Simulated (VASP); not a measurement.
A run of VASP 6.6.1:

File INCAR:

```
PREC = Normal
ENCUT = 520
EDIFF = 1E-4
ISMEAR = 0
SIGMA = 0.15
LREAL = False
LASPH = True
NELM = 60
ALGO = Fast
ISIF = 3
LWAVE = False
LCHARG = False
GGA = PE
IBRION = 2
NSW = 24
EDIFFG = -0.08
KPAR = 2
```

Contents of KPOINTS:

```
regular mesh
0
Gamma
  3 3 3
```

POSCAR

```
ZrAl3B3N
1.0
    4.5955366800      0.0000000000      0.0000000000
    0.0000000000      4.5955366800      0.0000000000
    0.0000000000      0.0000000000      4.5955366800
Zr Al B N
1 3 3 1
Direct
    0.5000000000      0.5000000000      0.5000000000
    0.5000000000      0.0000000000      0.0000000000
    0.0000000000      0.5000000000      0.0000000000
    0.0000000000      0.0000000000      0.5000000000
    0.0000000000      0.5000000000      0.5000000000
    0.5000000000      0.0000000000      0.5000000000
    0.5000000000      0.5000000000      0.0000000000
    0.0000000000      0.0000000000      0.0000000000
```

Potentials or basis: VASP PAW PBE potentials, release 64 (Zr_sv, Al, B, N).

Command:

```console
$ cat potpaw_PBE.64/Zr_sv/POTCAR potpaw_PBE.64/Al/POTCAR potpaw_PBE.64/B/POTCAR potpaw_PBE.64/N/POTCAR > POTCAR
$ mpirun -np 2 vasp_std > vasp.out
```

Hardware: 2 MPI ranks on Intel(R) Xeon(R) Platinum 8488C (Sapphire Rapids), on a shared host.

Problem. Estimate the wall time of this run.

Solution. Run time: 9.7 s on 2 MPI ranks on Intel(R) Xeon(R) Platinum 8488C (Sapphire Rapids), on a shared host, peak memory 0.15 GiB a rank. Counts: scf iterations 30, k points 4, ion steps 3.
